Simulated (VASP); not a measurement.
Calculation: MS2 meta-GGA, VASP's PBE PAW potentials (set 64) (plane waves; VASP).

VASP ran on this input.

INCAR:
```
PREC = Accurate
EDIFFG = -0.02
ISIF = 3   ! ions, shape and volume
ALGO = Normal   ! blocked Davidson
LASPH = .TRUE.   ! aspherical one-centre terms
NSW = 60   ! most ionic steps
EDIFF = 1E-6   ! SCF stop (eV)
LCHARG = .FALSE.
SYSTEM = TiO2
SIGMA = 0.05   ! width (eV)
ENCUT = 520   ! plane-wave cut-off (eV)
LMIXTAU = .TRUE.
METAGGA = MS2
LMAXMIX = 4
NELM = 100
ISMEAR = 0
LREAL = .FALSE.   ! projection in real space or not
IBRION = 2
LWAVE = .FALSE.
```

File POSCAR:
```
TiO2
1
    4.5947056162     0.0000000000     0.0000000000
    0.0000000000     4.5947056162     0.0000000000
    0.0000000000     0.0000000000     2.9437175501
Ti O
2 4
Direct
  0.0000000000   0.0000000000   0.0000000000
  0.5000000000   0.5000000000   0.5000000000
  0.3042739315   0.3042739315   1.0000000000
  0.8042739315   0.1957260685   0.5000000000
  0.1957260685   0.8042739315   0.5000000000
  0.6957260685   0.6957260685   0.0000000000
```

KPOINTS:
```
Regular mesh
0
G
  5 5 7
```

POTCAR, in this order: Ti_sv O (PBE.64 set). Program: vasp_std.

The run wrote:

File OSZICAR:
```
       N       E                     dE             d eps       ncg     rms          rms(c)
DAV:   1     0.623313099940E+03    0.62331E+03   -0.23321E+04  1344   0.192E+03
DAV:   2    -0.129429810721E+02   -0.63626E+03   -0.61893E+03  1516   0.573E+02
DAV:   3    -0.120987928904E+03   -0.10804E+03   -0.10553E+03  2100   0.211E+02
DAV:   4    -0.126639746023E+03   -0.56518E+01   -0.56449E+01  1856   0.487E+01
DAV:   5    -0.126889912913E+03   -0.25017E+00   -0.25010E+00  1884   0.867E+00    0.328E+01
DAV:   6    -0.773173531522E+02    0.49573E+02   -0.12435E+02  1720   0.130E+02    0.104E+01
DAV:   7    -0.742524292695E+02    0.30649E+01   -0.23993E+01  1464   0.404E+01    0.700E+00
DAV:   8    -0.710454627468E+02    0.32070E+01   -0.69951E+00  1904   0.227E+01    0.367E+00
DAV:   9    -0.725428940775E+02   -0.14974E+01   -0.13157E+00  1468   0.109E+01    0.228E+00
DAV:  10    -0.730490464371E+02   -0.50615E+00   -0.19611E+00  2132   0.142E+01    0.243E+00
DAV:  11    -0.726344995978E+02    0.41455E+00   -0.70728E-01  2140   0.847E+00    0.700E-01
DAV:  12    -0.728462271018E+02   -0.21173E+00   -0.22178E-01  1652   0.488E+00    0.518E-01
DAV:  13    -0.728316964769E+02    0.14531E-01   -0.16174E-02  1900   0.135E+00    0.400E-01
DAV:  14    -0.728361581685E+02   -0.44617E-02   -0.46913E-03  1668   0.783E-01    0.312E-01
DAV:  15    -0.728329691941E+02    0.31890E-02   -0.25147E-03  1564   0.534E-01    0.933E-02
DAV:  16    -0.728329402875E+02    0.28907E-04   -0.10037E-03  2180   0.198E-01    0.606E-02
DAV:  17    -0.728329344892E+02    0.57983E-05   -0.30313E-04  1756   0.184E-01    0.242E-02
DAV:  18    -0.728329243783E+02    0.10111E-04   -0.55663E-05  1800   0.617E-02    0.867E-03
DAV:  19    -0.728329389662E+02   -0.14588E-04   -0.24155E-05  1884   0.505E-02    0.750E-03
DAV:  20    -0.728329449347E+02   -0.59686E-05   -0.88505E-06  1556   0.221E-02    0.478E-03
DAV:  21    -0.728329369565E+02    0.79782E-05   -0.96521E-07   912   0.116E-02    0.236E-03
DAV:  22    -0.728329342417E+02    0.27148E-05   -0.39816E-07   884   0.738E-03    0.501E-04
DAV:  23    -0.728329336500E+02    0.59176E-06   -0.11695E-07   888   0.358E-03
   1 F= -.72832934E+02 E0= -.72832934E+02  d E =-.728329E+02
       N       E                     dE             d eps       ncg     rms          rms(c)
DAV:   1    -0.731520237488E+02   -0.31909E+00   -0.99305E+00  1616   0.387E+01    0.477E+00
DAV:   2    -0.729356636679E+02    0.21636E+00   -0.23566E+00  1920   0.151E+01    0.235E+00
DAV:   3    -0.732525935458E+02   -0.31693E+00   -0.36945E+00  1984   0.114E+01    0.195E+00
DAV:   4    -0.728245286084E+02    0.42806E+00   -0.18032E+00  2216   0.101E+01    0.357E-01
DAV:   5    -0.728265653592E+02   -0.20368E-02   -0.57413E-02  1500   0.182E+00    0.335E-01
DAV:   6    -0.728249679886E+02    0.15974E-02   -0.23060E-02  1936   0.906E-01    0.117E-01
DAV:   7    -0.728294596016E+02   -0.44916E-02   -0.22602E-02  1980   0.996E-01    0.207E-01
DAV:   8    -0.728265294780E+02    0.29301E-02   -0.38736E-03  1624   0.609E-01    0.165E-01
DAV:   9    -0.728263764327E+02    0.15305E-03   -0.10191E-03  1772   0.280E-01    0.805E-02
DAV:  10    -0.728263145967E+02    0.61836E-04   -0.11994E-04  1696   0.107E-01    0.539E-02
DAV:  11    -0.728262572255E+02    0.57371E-04   -0.12198E-04  1976   0.796E-02    0.380E-02
DAV:  12    -0.728262849883E+02   -0.27763E-04   -0.22434E-05  1976   0.473E-02    0.210E-02
DAV:  13    -0.728263298492E+02   -0.44861E-04   -0.95783E-06  1748   0.301E-02    0.472E-03
DAV:  14    -0.728263429976E+02   -0.13148E-04   -0.79903E-07   844   0.104E-02    0.174E-03
DAV:  15    -0.728263453212E+02   -0.23236E-05   -0.29847E-07   828   0.763E-03    0.603E-04
DAV:  16    -0.728263455273E+02   -0.20606E-06   -0.20200E-07   796   0.406E-03
   2 F= -.72826346E+02 E0= -.72826346E+02  d E =0.658812E-02
       N       E                     dE             d eps       ncg     rms          rms(c)
DAV:   1    -0.729523005827E+02   -0.12596E+00   -0.31127E+00  1616   0.212E+01    0.271E+00
DAV:   2    -0.728746637166E+02    0.77637E-01   -0.70560E-01  1920   0.833E+00    0.127E+00
DAV:   3    -0.729558510495E+02   -0.81187E-01   -0.95597E-01  2000   0.555E+00    0.109E+00
DAV:   4    -0.728400604041E+02    0.11579E+00   -0.51068E-01  2040   0.509E+00    0.189E-01
DAV:   5    -0.728424026193E+02   -0.23422E-02   -0.24633E-02  1592   0.117E+00    0.216E-01
DAV:   6    -0.728418157152E+02    0.58690E-03   -0.42161E-03  2096   0.408E-01    0.897E-02
DAV:   7    -0.728423965300E+02   -0.58081E-03   -0.81133E-03  1912   0.602E-01    0.906E-02
DAV:   8    -0.728418987573E+02    0.49777E-03   -0.13074E-03  2120   0.342E-01    0.527E-02
DAV:   9    -0.728419276433E+02   -0.28886E-04   -0.16467E-04  1788   0.127E-01    0.372E-02
DAV:  10    -0.728418548053E+02    0.72838E-04   -0.32182E-05  2168   0.504E-02    0.222E-02
DAV:  11    -0.728418397462E+02    0.15059E-04   -0.56602E-06  1376   0.227E-02    0.171E-02
DAV:  12    -0.728418080856E+02    0.31661E-04   -0.33539E-06  1260   0.184E-02    0.683E-03
DAV:  13    -0.728417980781E+02    0.10008E-04   -0.19873E-06   984   0.108E-02    0.291E-03
DAV:  14    -0.728417942080E+02    0.38700E-05   -0.34624E-07   760   0.697E-03    0.180E-03
DAV:  15    -0.728417937064E+02    0.50168E-06   -0.14042E-07   740   0.419E-03
   3 F= -.72841794E+02 E0= -.72841794E+02  d E =-.886006E-02
       N       E                     dE             d eps       ncg     rms          rms(c)
DAV:   1    -0.728422190943E+02   -0.42489E-03   -0.11037E-02  1616   0.127E+00    0.162E-01
DAV:   2    -0.728418798912E+02    0.33920E-03   -0.25748E-03  1928   0.502E-01    0.776E-02
DAV:   3    -0.728422508812E+02   -0.37099E-03   -0.37450E-03  1992   0.353E-01    0.664E-02
DAV:   4    -0.728417638452E+02    0.48704E-03   -0.19623E-03  2112   0.320E-01    0.117E-02
DAV:   5    -0.728417733828E+02   -0.95375E-05   -0.80398E-05  1600   0.678E-02    0.126E-02
DAV:   6    -0.728417828071E+02   -0.94244E-05   -0.19359E-05  2052   0.270E-02    0.466E-03
DAV:   7    -0.728417889134E+02   -0.61063E-05   -0.25601E-05  1940   0.333E-02    0.576E-03
DAV:   8    -0.728417838173E+02    0.50961E-05   -0.40484E-06  1420   0.199E-02    0.404E-03
DAV:   9    -0.728417813029E+02    0.25144E-05   -0.53114E-07   720   0.819E-03    0.251E-03
DAV:  10    -0.728417792967E+02    0.20061E-05   -0.14783E-07   720   0.391E-03    0.176E-03
DAV:  11    -0.728417788827E+02    0.41406E-06   -0.97533E-08   720   0.260E-03
   4 F= -.72841779E+02 E0= -.72841779E+02  d E =-.884523E-02
       N       E                     dE             d eps       ncg     rms          rms(c)
DAV:   1    -0.728419319651E+02   -0.15267E-03   -0.60473E-02  1344   0.235E+00    0.132E-01
DAV:   2    -0.728419446619E+02   -0.12697E-04   -0.34970E-03  1464   0.484E-01    0.776E-02
DAV:   3    -0.728420585416E+02   -0.11388E-03   -0.10059E-03  1392   0.358E-01    0.286E-02
DAV:   4    -0.728420321504E+02    0.26391E-04   -0.40699E-04  1404   0.219E-01    0.810E-03
DAV:   5    -0.728420312727E+02    0.87769E-06   -0.10401E-04  1444   0.119E-01    0.486E-03
DAV:   6    -0.728420188611E+02    0.12412E-04   -0.15401E-05  1512   0.493E-02    0.238E-03
DAV:   7    -0.728420184529E+02    0.40817E-06   -0.16342E-06  1012   0.157E-02
   5 F= -.72842018E+02 E0= -.72842018E+02  d E =-.239570E-03
```

OUTCAR:
```
------------------------ aborting loop because EDIFF is reached ----------------------------------------
  FORCE on cell =-STRESS in cart. coord.  units (eV):
  Direction    XX          YY          ZZ          XY          YZ          ZX
  --------------------------------------------------------------------------------------
  Total       -0.0249247     -0.0249247      0.0184127      0.0000000      0.0000000      0.0000000
  in kB       -0.6350980     -0.6350980      0.4691666      0.0000000      0.0000000      0.0000000
  external PRESSURE =      -0.2670098 kB  Pullay stress =       0.0000000 kB
  volume of cell :       62.88
      direct lattice vectors                 reciprocal lattice vectors
     4.606124200 -0.000000000  0.000000000     0.217102266 -0.000000000  0.000000000
     0.000000000  4.606124200  0.000000000     0.000000000  0.217102266  0.000000000
     0.000000000  0.000000000  2.963666117     0.000000000  0.000000000  0.337419925
 POSITION                                       TOTAL-FORCE (eV/Angst)
 -----------------------------------------------------------------------------------
      0.00000     -0.00000      0.00000         0.000000      0.000000      0.000000
      2.30306      2.30306      1.48183        -0.000000      0.000000      0.000000
      1.40164      1.40164      0.00000         0.002936      0.002936      0.000000
      3.70471      0.90142      1.48183         0.002936     -0.002936     -0.000000
      0.90142      3.70471      1.48183        -0.002936      0.002936      0.000000
      3.20448      3.20448      0.00000        -0.002936     -0.002936     -0.000000
 -----------------------------------------------------------------------------------
    total drift:                                0.000000      0.000000     -0.000000
  FREE ENERGIE OF THE ION-ELECTRON SYSTEM (eV)
  ---------------------------------------------------
  free  energy   TOTEN  =       -72.8420184529 eV

  energy  without entropy=      -72.8420184529  energy(sigma->0) =      -72.84201845

 reached required accuracy - stopping structural energy minimisation
```
(Selected blocks of OUTCAR.)

CONTCAR:
```
TiO2
   1.00000000000000
     4.6061241995321547   -0.0000000000000000    0.0000000000000000
     0.0000000000000000    4.6061241995321547    0.0000000000000000
     0.0000000000000000    0.0000000000000000    2.9636661167608009
  Ti              O
     2     4
Direct
     0.0000000000000000    0.0000000000000000    0.0000000000000000
     0.5000000000000000    0.5000000000000000    0.5000000000000000
     0.3042998599958527    0.3042998599958527    0.0000000000000000
     0.8042998599958527    0.1957001400041473    0.5000000000000000
     0.1957001400041473    0.8042998599958527    0.5000000000000000
     0.6957001400041473    0.6957001400041473    0.0000000000000000
```

The compound is TiO2 in the rutile structure. This run relaxes it. Symmetry was kept, so distortions that lower it aren't found. The start is the result of an earlier pass.
